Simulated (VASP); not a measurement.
# GaGe (F-43m) in VASP: further runs, part 2 of 2

VASP 6.6.1. Earlier steps stand in the parts before.

## (4) Equation of state, PBE, 23.85 Å³/atom (volume scaled by 0.98)

INCAR

```
SYSTEM = GaGe
PREC = Accurate
ENCUT = 520
EDIFF = 1E-7
ISMEAR = -1
SIGMA = 0.05
LREAL = .FALSE.
LASPH = .TRUE.
NELM = 100
ALGO = Normal
ISIF = 2
LWAVE = .FALSE.
LCHARG = .FALSE.
GGA = PE
NBANDS = 20
```

KPOINTS

```
regular mesh
0
G
  8 8 8
  0 0 0
```

POSCAR

```
GaGe
1.0
    0.0000000000      2.8783947965      2.8783947965
    2.8783947965      0.0000000000      2.8783947965
    2.8783947965      2.8783947965      0.0000000000
Ge Ga
1 1
Direct
    0.0000000000      0.0000000000      0.0000000000
    0.2500000000      0.2500000000      0.2500000000
```

The run is started by

```sh
> cat potpaw_PBE.64/Ge_d/POTCAR potpaw_PBE.64/Ga_d/POTCAR > POTCAR
> mpirun -np 1 vasp_std > vasp.out
```

Wall time 24 s (1 thread of Intel Xeon Platinum 8259CL at 2.50GHz (Skylake/Cascade Lake), shared host); peak memory 0.18 GiB.

Results (log left out):

```yaml
Free_energy: -7.0943 eV
Pressure: 1.3 GPa
Band_gap_on_the_k_mesh: none (metal or under the smearing width)
```

## (5) Equation of state, PBE, 24.82 Å³/atom (volume scaled by 1.02)

INCAR

```
SYSTEM = GaGe
PREC = Accurate
ENCUT = 520
EDIFF = 1E-7
ISMEAR = -1
SIGMA = 0.05
LREAL = .False.
LASPH = .True.
NELM = 100
ALGO = Normal
ISIF = 2
LWAVE = .False.
LCHARG = .False.
GGA = PE
NBANDS = 20
```

KPOINTS

```
Automatic mesh
0
Gamma
  8 8 8
  0 0 0
```

POSCAR

```
GaGe
1.0
    0.0000000000      2.9170355792      2.9170355792
    2.9170355792      0.0000000000      2.9170355792
    2.9170355792      2.9170355792      0.0000000000
Ge Ga
1 1
Direct
    0.0000000000      0.0000000000      0.0000000000
    0.2500000000      0.2500000000      0.2500000000
```

The run is started by

```sh
> cat potpaw_PBE.64/Ge_d/POTCAR potpaw_PBE.64/Ga_d/POTCAR > POTCAR
> mpirun -np 1 vasp_std > vasp.out
```

Run time: 18 s. Hardware: 1 thread of Intel Xeon Platinum 8259CL at 2.50GHz (Skylake/Cascade Lake), shared host; peak memory 0.18 GiB.

It converged, with:

```
Free energy            : -7.0982 eV
Pressure               : -0.7 GPa
Band gap on the k mesh : none (metal or under the smearing width)
```

## (6) Equation of state, PBE, 25.31 Å³/atom (volume scaled by 1.04)

INCAR

```
SYSTEM = GaGe
PREC = Accurate
ENCUT = 520
EDIFF = 1E-7
ISMEAR = -1
SIGMA = 0.05
LREAL = .FALSE.
LASPH = .TRUE.
NELM = 80
ALGO = Normal
ISIF = 2
LWAVE = .FALSE.
LCHARG = .FALSE.
GGA = PE
NBANDS = 20
```

KPOINTS

```
regular mesh
0
G
  8 8 8
  0 0 0
```

POSCAR

```
GaGe
1.0
    0.0000000000      2.9359778994      2.9359778994
    2.9359778994      0.0000000000      2.9359778994
    2.9359778994      2.9359778994      0.0000000000
Ge Ga
1 1
Direct
    0.0000000000      0.0000000000      0.0000000000
    0.2500000000      0.2500000000      0.2500000000
```

Potentials or basis: VASP PAW PBE potentials, release 64 (Ge_d, Ga_d).

The run is started by

```sh
> cat potpaw_PBE.64/Ge_d/POTCAR potpaw_PBE.64/Ga_d/POTCAR > POTCAR
> mpirun -np 1 vasp_std > vasp.out
```

It took 20 s on 1 thread of Intel Xeon Platinum 8259CL at 2.50GHz (Skylake/Cascade Lake), shared host; peak memory 0.19 GiB.

The run converged. Its results:

| Quantity | Value |
| --- | --- |
| Free energy | -7.0917 eV |
| Pressure | -1.5 GPa |
| Band gap on the k mesh | none (metal or under the smearing width) |

## (7) Equation of state, PBE, 25.79 Å³/atom (volume scaled by 1.06)

INCAR

```
SYSTEM = GaGe
PREC     = Accurate       ! precision mode
ENCUT    = 520            ! plane-wave cutoff, eV
EDIFF    = 1E-7           ! SCF threshold, eV
ISMEAR   = -1             ! smearing method
SIGMA    = 0.05           ! smearing width, eV
LREAL    = .False.        ! projectors in reciprocal space
LASPH    = .True.         ! aspherical terms in the spheres
NELM     = 100            ! most SCF steps
ALGO     = Normal         ! electronic algorithm
ISIF     = 2              ! what is computed and relaxed
LWAVE    = .False.        ! write WAVECAR
LCHARG   = .False.        ! write CHGCAR
GGA      = PE             ! functional
NBANDS   = 20             ! bands
```

KPOINTS

```
Automatic mesh
0
Gamma
  8 8 8
  0 0 0
```

POSCAR

```
GaGe
1.0
    0.0000000000      2.9546788998      2.9546788998
    2.9546788998      0.0000000000      2.9546788998
    2.9546788998      2.9546788998      0.0000000000
Ge Ga
1 1
Direct
    0.0000000000      0.0000000000      0.0000000000
    0.2500000000      0.2500000000      0.2500000000
```

The run is started by

```sh
> cat potpaw_PBE.64/Ge_d/POTCAR potpaw_PBE.64/Ga_d/POTCAR > POTCAR
> mpirun -np 1 vasp_std > vasp.out
```

Wall time 20 s (1 thread of Intel Xeon Platinum 8259CL at 2.50GHz (Skylake/Cascade Lake), shared host); peak memory 0.19 GiB.

Results (log left out):

```yaml
Free_energy: -7.0805 eV
Pressure: -2.2 GPa
Band_gap_on_the_k_mesh: none (metal or under the smearing width)
```

## (8) Equation of state, PBE

This step only gathers the single runs of the series.

Results:

```yaml
Equilibrium_volume: 24.48 Å³/atom
Bulk_modulus: 48 GPa
Pressure_derivative_of_the_bulk_modulus: 4.7
```

Energy against volume, from the lowest point:
| volume (Å³/atom) | energy (meV/atom) |
| --- | --- |
| 22.875 | 17.99 |
| 23.361 | 8.36 |
| 23.848 | 2.48 |
| 24.335 | 0.00 |
| 24.821 | 0.56 |
| 25.308 | 3.78 |
| 25.795 | 9.41 |

## (9) Equation of state, PBEsol, 22.87 Å³/atom (volume scaled by 0.94)

INCAR

```
PREC = Accurate ; ENCUT = 520
EDIFF = 1E-7 ; ISMEAR = -1
SIGMA = 0.05 ; LREAL = F
LASPH = T ; NELM = 80
ALGO = Normal ; ISIF = 2
LWAVE = F ; LCHARG = F
GGA = PS ; NBANDS = 20
```

KPOINTS

```
regular mesh
0
Gamma
  8 8 8
```

POSCAR

```
GaGe
1.0
    0.0000000000      2.8386877276      2.8386877276
    2.8386877276      0.0000000000      2.8386877276
    2.8386877276      2.8386877276      0.0000000000
Ge Ga
1 1
Direct
    0.0000000000      0.0000000000      0.0000000000
    0.2500000000      0.2500000000      0.2500000000
```

Potentials or basis: VASP PAW PBE potentials, release 64 (Ge_d, Ga_d).

The run is started by

```sh
> cat potpaw_PBE.64/Ge_d/POTCAR potpaw_PBE.64/Ga_d/POTCAR > POTCAR
> mpirun -np 1 vasp_std > vasp.out
```

Run time: 16 s. Hardware: 1 thread of Intel Xeon Platinum 8488C (Sapphire Rapids), shared host; peak memory 0.17 GiB.

Results (log left out):

```yaml
Free_energy: -7.9155 eV
Pressure: 0.8 GPa
Band_gap_on_the_k_mesh: none (metal or under the smearing width)
```

Caveat: the PAW data sets were made with another functional, which shifts forces and pressure a little.

## (10) Equation of state, PBEsol, 23.36 Å³/atom (volume scaled by 0.96)

INCAR is that of step 9.

KPOINTS is that of step 9.

POSCAR

```
GaGe
1.0
    0.0000000000      2.8586791449      2.8586791449
    2.8586791449      0.0000000000      2.8586791449
    2.8586791449      2.8586791449      0.0000000000
Ge Ga
1 1
Direct
    0.0000000000      0.0000000000      0.0000000000
    0.2500000000      0.2500000000      0.2500000000
```

The run is started by

```sh
> cat potpaw_PBE.64/Ge_d/POTCAR potpaw_PBE.64/Ga_d/POTCAR > POTCAR
> mpirun -np 1 vasp_std > vasp.out
```

It took 17 s on 1 thread of Intel Xeon Platinum 8488C (Sapphire Rapids), shared host; peak memory 0.18 GiB.

The run converged. Its results:

- Free energy: -7.9169 eV
- Pressure: -0.4 GPa
- Band gap on the k mesh: none (metal or under the smearing width)

Caveat: the PAW data sets were made with another functional, which shifts forces and pressure a little.

## (11) Equation of state, PBEsol, 23.85 Å³/atom (volume scaled by 0.98)

INCAR is that of step 10.

KPOINTS is that of step 10.

POSCAR

```
GaGe
1.0
    0.0000000000      2.8783947965      2.8783947965
    2.8783947965      0.0000000000      2.8783947965
    2.8783947965      2.8783947965      0.0000000000
Ge Ga
1 1
Direct
    0.0000000000      0.0000000000      0.0000000000
    0.2500000000      0.2500000000      0.2500000000
```

The run is started by

```sh
> cat potpaw_PBE.64/Ge_d/POTCAR potpaw_PBE.64/Ga_d/POTCAR > POTCAR
> mpirun -np 1 vasp_std > vasp.out
```

It took 15 s on 1 thread of Intel Xeon Platinum 8488C (Sapphire Rapids), shared host; peak memory 0.18 GiB.

The run converged. Its results:

| Property | Result |
| --- | --- |
| Free energy | -7.9114 eV |
| Pressure | -1.5 GPa |
| Band gap on the k mesh | none (metal or under the smearing width) |

Caveat: the PAW data sets were made with another functional, which shifts forces and pressure a little.

## (12) Equation of state, PBEsol, 24.82 Å³/atom (volume scaled by 1.02)

INCAR is that of step 11.

KPOINTS is that of step 11.

POSCAR

```
GaGe
1.0
    0.0000000000      2.9170355792      2.9170355792
    2.9170355792      0.0000000000      2.9170355792
    2.9170355792      2.9170355792      0.0000000000
Ge Ga
1 1
Direct
    0.0000000000      0.0000000000      0.0000000000
    0.2500000000      0.2500000000      0.2500000000
```

Potentials or basis: VASP PAW PBE potentials, release 64 (Ge_d, Ga_d).

The run is started by

```sh
> cat potpaw_PBE.64/Ge_d/POTCAR potpaw_PBE.64/Ga_d/POTCAR > POTCAR
> mpirun -np 1 vasp_std > vasp.out
```

Wall time 12 s (1 thread of Intel Xeon Platinum 8488C (Sapphire Rapids), shared host); peak memory 0.18 GiB.

The run converged. Its results:

- Free energy: -7.8826 eV
- Pressure: -3.3 GPa
- Band gap on the k mesh: none (metal or under the smearing width)

Caveat: the PAW data sets were made with another functional, which shifts forces and pressure a little.

## (13) Equation of state, PBEsol, 25.31 Å³/atom (volume scaled by 1.04)

INCAR is that of step 12.

KPOINTS is that of step 12.

POSCAR

```
GaGe
1.0
    0.0000000000      2.9359778994      2.9359778994
    2.9359778994      0.0000000000      2.9359778994
    2.9359778994      2.9359778994      0.0000000000
Ge Ga
1 1
Direct
    0.0000000000      0.0000000000      0.0000000000
    0.2500000000      0.2500000000      0.2500000000
```

The run is started by

```sh
> cat potpaw_PBE.64/Ge_d/POTCAR potpaw_PBE.64/Ga_d/POTCAR > POTCAR
> mpirun -np 1 vasp_std > vasp.out
```

Wall time 12 s (1 thread of Intel Xeon Platinum 8488C (Sapphire Rapids), shared host); peak memory 0.18 GiB.

It converged, with:

```yaml
Free_energy: -7.8607 eV
Pressure: -4.0 GPa
Band_gap_on_the_k_mesh: none (metal or under the smearing width)
```

Caveat: the PAW data sets were made with another functional, which shifts forces and pressure a little.

## (14) Equation of state, PBEsol, 25.79 Å³/atom (volume scaled by 1.06)

INCAR is that of step 13.

KPOINTS is that of step 13.

POSCAR

```
GaGe
1.0
    0.0000000000      2.9546788998      2.9546788998
    2.9546788998      0.0000000000      2.9546788998
    2.9546788998      2.9546788998      0.0000000000
Ge Ga
1 1
Direct
    0.0000000000      0.0000000000      0.0000000000
    0.2500000000      0.2500000000      0.2500000000
```

The run is started by

```sh
> cat potpaw_PBE.64/Ge_d/POTCAR potpaw_PBE.64/Ga_d/POTCAR > POTCAR
> mpirun -np 1 vasp_std > vasp.out
```

Run time: 12 s. Hardware: 1 thread of Intel Xeon Platinum 8488C (Sapphire Rapids), shared host; peak memory 0.18 GiB.

Results (log left out):

```yaml
Free_energy: -7.8345 eV
Pressure: -4.7 GPa
Band_gap_on_the_k_mesh: none (metal or under the smearing width)
```

Caveat: the PAW data sets were made with another functional, which shifts forces and pressure a little.

## (15) Equation of state, PBEsol

Potentials or basis: VASP PAW PBE potentials, release 64 (Ge_d, Ga_d).

This step only gathers the single runs of the series.

What came out:

```
Equilibrium volume                      : 23.21 Å³/atom
Bulk modulus                            : 56 GPa
Pressure derivative of the bulk modulus : 4.8
```

Energy against volume, from the lowest point:
| volume (Å³/atom) | energy (meV/atom) |
| --- | --- |
| 22.875 | 0.69 |
| 23.361 | 0.00 |
| 23.848 | 2.75 |
| 24.335 | 8.57 |
| 24.821 | 17.13 |
| 25.308 | 28.09 |
| 25.795 | 41.18 |

Caveat: the PAW data sets were made with another functional, which shifts forces and pressure a little.
